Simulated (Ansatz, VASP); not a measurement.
## Cross-check of SnO2 (amorphous SnO2) between VASP and Ansatz

One calculation is typed for both programs; each brings its own data sets. How far apart do they land? Of the first pair: The structure shown is the start of the Ansatz relaxation below; VASP solves that cell, so the two are compared at the walk's first step.

Main program and level: Ansatz 0.2.0; plane waves, with VASP 6.6.1 beside it; single point at PBE.

### 1. The structure

The cell holds 108 atoms: 36 Sn and 72 O. Cell: a = 11.343 Å, b = 11.343 Å, c = 11.343 Å, α = 90.0°, β = 90.0°, γ = 90.0°. As first built, before any earlier steps moved the atoms (in the runner's words): 108 atoms (36 Sn, 72 O) placed at random at 6.03 g/cm^3, melted at 5000 K for 10 ps at fixed volume with the Morse and Coulomb pair potential with partial charges (Pedone, Malavasi, Menziani, Cormack and Segre, J. Phys. Chem. B 110, 11780 (2006)). Quenched from 5000 K to 300 K at 50 K/ps and fixed volume, held 10 ps at zero pressure, then minimised at fixed cell.

### 2. Ansatz: relaxation, PBE

Ansatz runs on its PAW soft_1 files.

The two programs are compared at the cell with which this relaxation starts, whose forces are those of its first step.

Input file input.yaml:

```yaml
crystal:
  lattice:
    - [11.3429, 0.0, 0.0]
    - [0.0, 11.3429, 0.0]
    - [0.0, 0.0, 11.3429]
  atoms:
    - { symbol: Sn, position: [0.84907, 0.47396, 0.23969] }
    - { symbol: Sn, position: [0.97082, 0.17292, 0.52008] }
    - { symbol: Sn, position: [0.60477, 0.03781, 0.73364] }
    - { symbol: Sn, position: [0.75361, 0.64347, 0.02836] }
    - { symbol: Sn, position: [0.95717, 0.82532, 0.87825] }
    - { symbol: Sn, position: [0.63132, 0.79329, 0.24913] }
    - { symbol: Sn, position: [0.17835, 0.56333, 0.66382] }
    - { symbol: Sn, position: [0.3964, 0.64622, 0.00878] }
    - { symbol: Sn, position: [0.84176, 0.62101, 0.72942] }
    - { symbol: Sn, position: [0.01224, 0.64725, 0.44905] }
    - { symbol: Sn, position: [0.74229, 0.34471, 0.63291] }
    - { symbol: Sn, position: [0.44911, 0.42185, 0.79441] }
    - { symbol: Sn, position: [0.9212, 0.89148, 0.14291] }
    - { symbol: Sn, position: [0.20923, 0.25778, 0.67865] }
    - { symbol: Sn, position: [0.97213, 0.34336, 0.81474] }
    - { symbol: Sn, position: [0.33714, 0.38402, 0.19218] }
    - { symbol: Sn, position: [0.38563, 0.92519, 0.05191] }
    - { symbol: Sn, position: [0.80279, 0.1063, 0.98494] }
    - { symbol: Sn, position: [0.14076, 0.08358, 0.26183] }
    - { symbol: Sn, position: [0.38454, 0.18873, 0.93564] }
    - { symbol: Sn, position: [0.52929, 0.10646, 0.21485] }
    - { symbol: Sn, position: [0.68465, 0.6152, 0.46765] }
    - { symbol: Sn, position: [0.35308, 0.07359, 0.51116] }
    - { symbol: Sn, position: [0.07029, 0.59545, 0.01751] }
    - { symbol: Sn, position: [0.14427, 0.40351, 0.38184] }
    - { symbol: Sn, position: [0.10775, 0.05611, 0.9127] }
    - { symbol: Sn, position: [0.09772, 0.31191, 0.09425] }
    - { symbol: Sn, position: [0.88259, 0.87569, 0.55598] }
    - { symbol: Sn, position: [0.20441, 0.80774, 0.24736] }
    - { symbol: Sn, position: [0.42311, 0.7557, 0.49663] }
[... 72 atom lines left out ...]
    - { symbol: O, position: [0.43537, 0.0925, 0.357] }
    - { symbol: O, position: [0.04552, 0.42003, 0.96592] }
    - { symbol: O, position: [0.57958, 0.76623, 0.41087] }
    - { symbol: O, position: [0.47584, 0.10857, 0.81642] }
    - { symbol: O, position: [0.83262, 0.8017, 0.01448] }
    - { symbol: O, position: [0.88066, 0.80597, 0.71996] }
kpoints:
  mp_grid: { grid: [1, 1, 1] }
hamiltonian:
  xc: pbe
  pseudopotentials: { kind: paw, azcp: { folder: soft_1 } }
scf:
  occupations: { method: fixed }
output:
  forces: true
relax:
  f_tol: 0.05
  max_steps: 120
```

Launch:

```console
ansatz run input.yaml --threads 4 --pin off --max-ram 15872MiB --backend cpu --events-out ev --progress --plain --runs-dir out
```

Numbers of over 12 decimals in the logs are rounded to 6 here.

Log:

```text
Engine: ansatz 0.2.0, x86_64-unknown-linux-gnu
Pseudopotentials: kind: paw
Pseudopotential: Sn, paw, valence charge 14, recommended cutoff 420 eV (normal), soft_1/Sn.paw.azcp
Pseudopotential: O, paw, valence charge 6, recommended cutoff 420 eV (normal), soft_1/O.paw.azcp
Functional definition: PBE
  parameter kappa = 0.804
  parameter beta = 0.066725
  exchange = pbe_x(kappa = kappa, mu = beta*pi^2/3)
  correlation = pbe_c(beta = beta)
Crystal: 108 atoms, lattice volume = 1459.393 Å³
Basis set: ecut = 420 eV, 28425 PW (Γ), exchange–correlation on 160×160×160 points (8 copies of the dense FFT grid, shifted against one another)
Bands: 576, of which v1, the nominal top of the filled ones, is band 468 counted from 1 (467 counted from 0)
Symmetry: 1 space group operations
Space group: P1 (ITA 1), of the structure as read, at distance tolerance 1.1e-4 Å
k-points: 1
Non-local potential: Sn, projectors of the file, l = 0: 2, l = 1: 2, l = 2: 2, l = 3: 1
Non-local potential: O, projectors of the file, l = 0: 2, l = 1: 2, l = 2: 1
PAW form: soft (Blöchl's): semilocal exchange-correlation on the pseudo side does not see the compensation charge
PAW one-centre angular grid: Sn, 590 points (default); XC on 64 Gauss nodes
PAW one-centre angular grid: O, 110 points (default); XC on 64 Gauss nodes
Initial density: superposition of atomic densities (chi_scale 0.1, normalization cell, long waves kept (reshape's long-wave potential 0.13 eV rms))
Initial wavefunctions: pseudopotential atomic-orbital guess
Functional: x = pbe(κ = 0.804, μ = 0.219515), c = pbe(β = 0.066725)
SCF iter   1: F=—  HF=-257714.337296 eV  |F-HF|=—  |Δ(HF+E_count)|=         —  Δρ=7.72e-2  dr2=7.67e1  ethr=3.10e-3  ⟨swp⟩=4.0  Hψ=1828  notcnv=0  defer=103
preconditioner: auto → Resta (q_TF=auto, 2.534 Å⁻¹)  ε∞=3.4  [insulator: Δε(μ)=1.219 eV  Ē_g=19.340 eV  n_scr=388 (ndim 8)  ℏωp=29.7 eV  f_vac=0.048  ε∞_Penn≈3.4]
SCF iter   2: F=—  HF=-257697.615080 eV  |F-HF|=—  |Δ(HF+E_count)|=    1.67e1  Δρ=3.66e-2  dr2=1.08e1  ethr=3.10e-3  ⟨swp⟩=2.0  Hψ=885  notcnv=0  defer=101
SCF iter   3: F=—  HF=-257696.431771 eV  |F-HF|=—  |Δ(HF+E_count)|=    1.18e0  Δρ=1.43e-2  dr2=2.81e0  ethr=1.15e-3  ⟨swp⟩=3.0  Hψ=1095  notcnv=0  defer=105
SCF iter   4: F=—  HF=-257696.378340 eV  |F-HF|=—  |Δ(HF+E_count)|=   5.34e-2  Δρ=6.77e-3  dr2=6.76e-1  ethr=3.01e-4  ⟨swp⟩=2.0  Hψ=718  notcnv=0  defer=106
SCF iter   5: F=—  HF=-257696.381203 eV  |F-HF|=—  |Δ(HF+E_count)|=   2.86e-3  Δρ=3.22e-3  dr2=1.60e-1  ethr=7.23e-5  ⟨swp⟩=2.0  Hψ=855  notcnv=0  defer=106
SCF iter   6: F=—  HF=-257696.396708 eV  |F-HF|=—  |Δ(HF+E_count)|=   1.55e-2  Δρ=1.38e-3  dr2=2.68e-2  ethr=1.71e-5  ⟨swp⟩=2.0  Hψ=704  notcnv=0  defer=106
SCF iter   7: F=—  HF=-257696.406803 eV  |F-HF|=—  |Δ(HF+E_count)|=   1.01e-2  Δρ=5.64e-4  dr2=5.57e-3  ethr=2.86e-6  ⟨swp⟩=2.0  Hψ=713  notcnv=0  defer=106
SCF iter   8: F=—  HF=-257696.412219 eV  |F-HF|=—  |Δ(HF+E_count)|=   5.42e-3  Δρ=3.29e-4  dr2=1.71e-3  ethr=5.95e-7  ⟨swp⟩=2.0  Hψ=722  notcnv=0  defer=106
SCF iter   9: F=—  HF=-257696.412328 eV  |F-HF|=—  |Δ(HF+E_count)|=   1.09e-4  Δρ=1.27e-4  dr2=2.68e-4  ethr=1.82e-7  ⟨swp⟩=2.0  Hψ=708  notcnv=0  defer=106
SCF iter  10: F=—  HF=-257696.412473 eV  |F-HF|=—  |Δ(HF+E_count)|=   1.45e-4  Δρ=5.12e-5  dr2=3.95e-5  ethr=2.86e-8  ⟨swp⟩=2.0  Hψ=708  notcnv=0  defer=106
SCF iter  11: F=-257696.412505 eV  HF=-257696.412512 eV  |F-HF|=6.65e-6  |Δ(HF+E_count)|=   3.86e-5  Δρ=3.22e-5  dr2=1.50e-5  ethr=4.22e-9  ⟨swp⟩=4.0  Hψ=1417  notcnv=0
SCF 1 converged in 11 iterations: F = -257696.412505 eV  dr2 = 1.50e-5
  greatest PAW one-centre occupation: 0.996 electrons in one spin orbital (limit 2), on the Sn atom at site 19 (counted from 0), in its partial waves of l = 2
relax step   1: F+E_penalty+E_count = -257696.41250538 eV  Δ(F+E_penalty+E_count) = +0.000e0 eV  max|allowed force component| = 1.255e0 eV/Å  Δτ_max = 0.0000 Å  (11 SCF iters, dr2 threshold 6.25e-5 eV, accepted)
Initial density: handed on by an earlier stage of this run
Initial wavefunctions: those handed on with the density
iter 1 solved again at ethr=2.46e-4 eV; its pass at ethr=3.10e-3 eV (dr2=2.30e0 eV) is discarded
SCF iter   1: F=—  HF=-257699.838545 eV  |F-HF|=—  |Δ(HF+E_count)|=         —  Δρ=1.86e-2  dr2=2.32e0  ethr=2.46e-4  ⟨swp⟩=1.0  Hψ=1882  notcnv=0  defer=101
preconditioner: auto → Resta (q_TF=auto, 2.534 Å⁻¹)  ε∞=3.5  [insulator: Δε(μ)=0.346 eV  Ē_g=18.655 eV  n_scr=388 (ndim 8)  ℏωp=29.7 eV  f_vac=0.094  ε∞_Penn≈3.5]
SCF iter   2: F=—  HF=-257699.423965 eV  |F-HF|=—  |Δ(HF+E_count)|=   4.15e-1  Δρ=8.66e-3  dr2=5.45e-1  ethr=2.46e-4  ⟨swp⟩=2.0  Hψ=726  notcnv=0  defer=106
SCF iter   3: F=—  HF=-257699.383604 eV  |F-HF|=—  |Δ(HF+E_count)|=   4.04e-2  Δρ=4.13e-3  dr2=1.48e-1  ethr=5.82e-5  ⟨swp⟩=3.0  Hψ=1094  notcnv=0  defer=106
[...]
- { symbol: Sn, position: [0.966804, 0.166989, 0.518850] }
    - { symbol: Sn, position: [0.589735, 0.043008, 0.749915] }
    - { symbol: Sn, position: [0.757324, 0.647176, 0.018120] }
    - { symbol: Sn, position: [0.962613, 0.819675, 0.869607] }
    - { symbol: Sn, position: [0.640379, 0.786312, 0.242594] }
    - { symbol: Sn, position: [0.170839, 0.564645, 0.660784] }
    - { symbol: Sn, position: [0.396685, 0.646527, 0.014271] }
    - { symbol: Sn, position: [0.837584, 0.608690, 0.711993] }
    - { symbol: Sn, position: [0.010669, 0.650324, 0.441995] }
    - { symbol: Sn, position: [0.734962, 0.335078, 0.614296] }
    - { symbol: Sn, position: [0.446718, 0.426376, 0.797098] }
    - { symbol: Sn, position: [0.922618, 0.885203, 0.135935] }
    - { symbol: Sn, position: [0.214982, 0.255152, 0.675447] }
    - { symbol: Sn, position: [0.966941, 0.342087, 0.810856] }
    - { symbol: Sn, position: [0.336606, 0.390161, 0.193164] }
    - { symbol: Sn, position: [0.384688, 0.921767, 0.058092] }
    - { symbol: Sn, position: [0.798680, 0.114248, 0.982914] }
    - { symbol: Sn, position: [0.138738, 0.084270, 0.259790] }
    - { symbol: Sn, position: [0.383512, 0.194295, 0.941351] }
    - { symbol: Sn, position: [0.540336, 0.103984, 0.212654] }
    - { symbol: Sn, position: [0.684503, 0.612131, 0.465748] }
    - { symbol: Sn, position: [0.351710, 0.065835, 0.505569] }
    - { symbol: Sn, position: [0.073768, 0.601646, 0.015178] }
    - { symbol: Sn, position: [0.139884, 0.404642, 0.379241] }
[...]
- { symbol: Sn, position: [0.211141, 0.808862, 0.263830] }
    - { symbol: Sn, position: [0.425497, 0.734942, 0.489548] }
    - { symbol: Sn, position: [0.451142, 0.395725, 0.514949] }
    - { symbol: Sn, position: [0.564451, 0.725638, 0.771409] }
    - { symbol: Sn, position: [0.639344, 0.114721, 0.483124] }
    - { symbol: Sn, position: [0.823721, 0.198388, 0.264515] }
    - { symbol: Sn, position: [0.163903, 0.895661, 0.628498] }
    - { symbol: Sn, position: [0.606184, 0.366997, 0.100544] }
    - { symbol: O, position: [0.483644, 0.284144, 0.202193] }
    - { symbol: O, position: [0.977874, 0.132049, 0.340235] }
    - { symbol: O, position: [0.450686, 0.506561, 0.119979] }
    - { symbol: O, position: [0.714538, 0.651779, 0.850839] }
    - { symbol: O, position: [0.514737, 0.331697, 0.942754] }
    - { symbol: O, position: [0.104952, 0.912779, 0.801809] }
    - { symbol: O, position: [0.315184, 0.882545, 0.523674] }
    - { symbol: O, position: [0.785291, 0.481758, 0.532037] }
    - { symbol: O, position: [0.990733, 0.590881, 0.618079] }
    - { symbol: O, position: [0.107699, 0.284050, 0.516620] }
    - { symbol: O, position: [0.081472, 0.692716, 0.283108] }
    - { symbol: O, position: [0.276900, 0.034377, 0.949991] }
    - { symbol: O, position: [0.844030, 0.718225, 0.471377] }
    - { symbol: O, position: [0.914991, 0.602068, 0.113609] }
    - { symbol: O, position: [0.966746, 0.637901, 0.866116] }
    - { symbol: O, position: [0.904845, 0.262074, 0.660392] }
    - { symbol: O, position: [0.326550, 0.408195, 0.371259] }
    - { symbol: O, position: [0.564903, 0.404267, 0.672320] }
    - { symbol: O, position: [0.168350, 0.554819, 0.479223] }
    - { symbol: O, position: [0.115334, 0.408456, 0.724756] }
    - { symbol: O, position: [0.098727, 0.200689, 0.809904] }
    - { symbol: O, position: [0.165759, 0.468809, 0.183356] }
    - { symbol: O, position: [0.805856, 0.835073, 0.253976] }
    - { symbol: O, position: [0.303460, 0.766746, 0.111942] }
[...]
- { symbol: O, position: [0.898761, 0.246375, 0.941461] }
    - { symbol: O, position: [0.484061, 0.582599, 0.868501] }
    - { symbol: O, position: [0.466986, 0.102739, 0.372898] }
    - { symbol: O, position: [0.043693, 0.425290, 0.964572] }
    - { symbol: O, position: [0.589903, 0.771071, 0.413612] }
    - { symbol: O, position: [0.446540, 0.121686, 0.797624] }
    - { symbol: O, position: [0.822735, 0.813592, -0.00121917] }
    - { symbol: O, position: [0.876577, 0.798203, 0.715109] }
```

### 3. VASP: single point, PBE, start cell, pair 1

The same cell, functional and mesh now go to VASP, with its own data sets.

Lines of VASP's logs that name or quote its potential files are left out, and so is its time.

Input file INCAR:

```
SYSTEM = SnO2
PREC = Accurate
ENCUT = 520
EDIFF = 1E-06
NELM = 120
ISMEAR = 0
SIGMA = 0.01
LREAL = Auto
ALGO = Normal
GGA = PE
NBANDS = 544
LORBIT = 11
LWAVE = .FALSE.
LCHARG = .FALSE.
ISIF = 2
LASPH = .TRUE.
GGA_COMPAT = .FALSE.
EFERMI = MIDGAP
NCORE = 2
```

Input file POSCAR:

```
SnO2
1.0
   11.3429000000      0.0000000000      0.0000000000
    0.0000000000     11.3429000000      0.0000000000
    0.0000000000      0.0000000000     11.3429000000
Sn O
36 72
Direct
    0.8490685803      0.4739616853      0.2396917896
    0.9708187501      0.1729187421      0.5200786395
    0.6047659770      0.0378121997      0.7336395454
    0.7536079838      0.6434686015      0.0283613538
    0.9571714465      0.8253180404      0.8782498303
    0.6313200328      0.7932891941      0.2491338194
    0.1783494521      0.5633303653      0.6638161317
    0.3963977466      0.6462192208      0.0087808232
    0.8417600437      0.6210140264      0.7294166395
    0.0122367296      0.6472507031      0.4490474217
    0.7422881274      0.3447090250      0.6329069286
    0.4491091343      0.4218497915      0.7944088372
    0.9212018091      0.8914827778      0.1429087799
    0.2092322069      0.2577824013      0.6786536071
    0.9721323471      0.3433601636      0.8147387352
    0.3371360058      0.3840199596      0.1921818935
    0.3856333037      0.9251866807      0.0519091238
    0.8027929366      0.1063043842      0.9849421224
    0.1407576546      0.0835765104      0.2618289855
    0.3845401088      0.1887259872      0.9356425605
    0.5292914510      0.1064630738      0.2148480547
    0.6846485467      0.6152042247      0.4676493666
    0.3530843082      0.0735878832      0.5111567589
    0.0702906664      0.5954473724      0.0175087500
    0.1442664574      0.4035123293      0.3818423860
    0.1077502226      0.0561055815      0.9127031006
    0.0977175149      0.3119131792      0.0942527925
    0.8825873454      0.8756931649      0.5559777482
    0.2044098070      0.8077387617      0.2473617858
    0.4231104920      0.7556973966      0.4966278465
[... 72 atom lines left out ...]
    0.4353736699      0.0924983911      0.3569986511
    0.0455174603      0.4200336775      0.9659170054
    0.5795784147      0.7662326213      0.4108737624
    0.4758395119      0.1085701188      0.8164226080
    0.8326177609      0.8016997417      0.0144760158
    0.8806566222      0.8059667281      0.7199569775
```

Input file KPOINTS:

```
Automatic mesh
0
Gamma
1 1 1
0 0 0
```

Potentials, in the order of the species: Sn_d and O (PBE family, release 64).

Launch:

```console
mpirun -np 8 vasp_gam
```

Log:

```text
[banner, memory and clock lines left out]
running    8 mpi-ranks, on    1 nodes
[...]
LDA part: xc-table for (Slater+PW92), standard interpolation
 POSCAR, INCAR and KPOINTS ok, starting setup
[...]
entering main loop
       N       E                     dE             d eps       ncg     rms          rms(c)
DAV:   1     0.271738592856E+05    0.27174E+05   -0.36392E+05  1088   0.304E+03
DAV:   2     0.631438760972E+04   -0.20859E+05   -0.20098E+05  1088   0.961E+02
DAV:   3     0.232784210933E+03   -0.60816E+04   -0.56907E+04  1144   0.386E+02
DAV:   4    -0.707752206649E+03   -0.94054E+03   -0.91580E+03  1248   0.161E+02
[...]
DAV:  17    -0.640919383273E+03   -0.42878E-05   -0.39471E-05  1392   0.253E-02    0.124E-02
DAV:  18    -0.640919383685E+03   -0.41258E-06   -0.30256E-05  1416   0.145E-02    0.641E-03
DAV:  19    -0.640919382941E+03    0.74440E-06   -0.10860E-06   680   0.752E-03
   1 F= -.64091938E+03 E0= -.64091938E+03  d E =-.541498E-62
```

Parts of OUTCAR (step 3):

```text
  Total       54.2553179     66.4130649     68.9791888     17.7077775      4.0164227      3.2953126
  in kB       59.5635515     72.9107885     75.7279770     19.4402716      4.4093816      3.6177195
  external PRESSURE =      69.4007724 kB  Pullay stress =       0.0000000 kB

 POSITION                                       TOTAL-FORCE (eV/Angst)
 -----------------------------------------------------------------------------------
      9.63090      5.37610      2.71880         0.347584     -0.374860     -0.504384
     11.01190      1.96140      5.89920        -0.057377     -0.341228     -0.406683
      6.85980      0.42890      8.32160        -0.196247      0.767017      0.911624
      8.54810      7.29880      0.32170         0.538005      0.157114      0.879283
     10.85710      9.36150      9.96190         0.273126     -0.790102      0.369806
      7.16100      8.99820      2.82590         0.588277      0.008839     -1.085676
[...]
6.50820      4.50660      7.72120        -0.295653      0.336571     -0.451958
      1.82430      6.18560      5.54520         0.708011      0.179577     -0.513221
      1.32100      4.67400      8.22680         0.099796     -0.606714      0.346724
      1.11750      2.29180      9.31720         0.278161      0.782261     -0.674320
      1.90760      5.26720      1.96820        -0.347229      0.587984      0.552941
      9.00180      9.55120      2.77250         0.236620      0.051359      1.194076
      3.57860      8.66970      1.29890        -0.036054      0.385493      0.263313
[...]
-----------------------------------------------------------------------------------
    total drift:                               -0.013031      0.055297      0.001439

  FREE ENERGIE OF THE ION-ELECTRON SYSTEM (eV)
  ---------------------------------------------------
  free  energy   TOTEN  =      -640.9193829409 eV

  energy  without entropy=     -640.9193829409  energy(sigma->0) =     -640.91938294

[... 3 further parts left out ...]
[key lines of the parts left out:]
E-fermi :   5.1750
```

The run ends at a pressure of 6.94 GPa, with forces up to 1.5 eV/Å.

### 4. Side by side

Known differences besides the potentials themselves: fixed occupations in Ansatz, narrow Gaussian smearing in VASP; the cutoff is 420 eV in Ansatz and 520 eV in VASP (PREC = Accurate, projectors in real space). Total energies have different zeros and are not compared.

Forces on 10 of the 108 atoms, those with the largest forces and the largest differences (eV/Å; atoms numbered as in POSCAR):

```tsv
atom	Ansatz x, y, z	VASP x, y, z
Sn8	-1.138, -0.143, 0.860	-1.106, -0.144, 0.896
Sn16	-0.867, 0.145, -1.113	-0.851, 0.152, -1.084
O39	1.255, 0.282, 0.106	1.298, 0.276, 0.106
O58	-0.322, 0.527, 0.543	-0.347, 0.588, 0.553
O62	0.263, -0.338, -0.442	0.300, -0.337, -0.504
O68	-0.484, 0.555, 1.063	-0.511, 0.566, 1.064
O83	-0.872, 0.823, -0.350	-0.904, 0.872, -0.370
O88	0.948, -0.574, 0.874	0.988, -0.587, 0.909
O99	-1.024, -0.289, -0.428	-1.106, -0.309, -0.458
O107	-0.579, 0.888, -0.778	-0.601, 0.901, -0.794
```

The forces differ by 21 meV/Å r.m.s., which is 4.1 % of the r.m.s. force of 0.507 eV/Å (both taken over all components).

### 5. Ansatz: relaxation, PBE

This run makes the geometry at which the two programs are then compared.

The structure compared here is the end of the Ansatz relaxation.

input.yaml is that of step 2.

Launch:

```console
ansatz run input.yaml --threads 4 --pin off --max-ram 15872MiB --backend cpu --events-out ev --progress --plain --runs-dir out
```

Log:

```text
[...]
Crystal: 108 atoms, lattice volume = 1459.393 Å³
Basis set: ecut = 420 eV, 28425 PW (Γ), exchange–correlation on 160×160×160 points (8 copies of the dense FFT grid, shifted against one another)
Bands: 576, of which v1, the nominal top of the filled ones, is band 468 counted from 1 (467 counted from 0)
Symmetry: 1 space group operations
[...]
k-points: 1
[...]
- { symbol: O, position: [0.977874, 0.132049, 0.340235] }
    - { symbol: O, position: [0.450686, 0.506561, 0.119979] }
    - { symbol: O, position: [0.714538, 0.651779, 0.850839] }
    - { symbol: O, position: [0.514737, 0.331697, 0.942754] }
    - { symbol: O, position: [0.104952, 0.912779, 0.801809] }
    - { symbol: O, position: [0.315184, 0.882545, 0.523674] }
    - { symbol: O, position: [0.785291, 0.481758, 0.532037] }
[...]
- { symbol: O, position: [0.589903, 0.771071, 0.413612] }
    - { symbol: O, position: [0.446540, 0.121686, 0.797624] }
    - { symbol: O, position: [0.822735, 0.813592, -0.00121917] }
    - { symbol: O, position: [0.876577, 0.798203, 0.715109] }
```

[end of part 1 of 2]

[Lines on the potential files, build, host, timing and source positions are cut from VASP's logs without a mark.]

[Logs are printed without paths, hosts, clocks, repeated set-up lines and the standing remarks that a program may print on its own settings, such as how far it seeks lower states.]

[Hosts, paths, dates, database ids (printed as entryN), source tags and the programs' standing remarks are cut or masked in the printed files.]
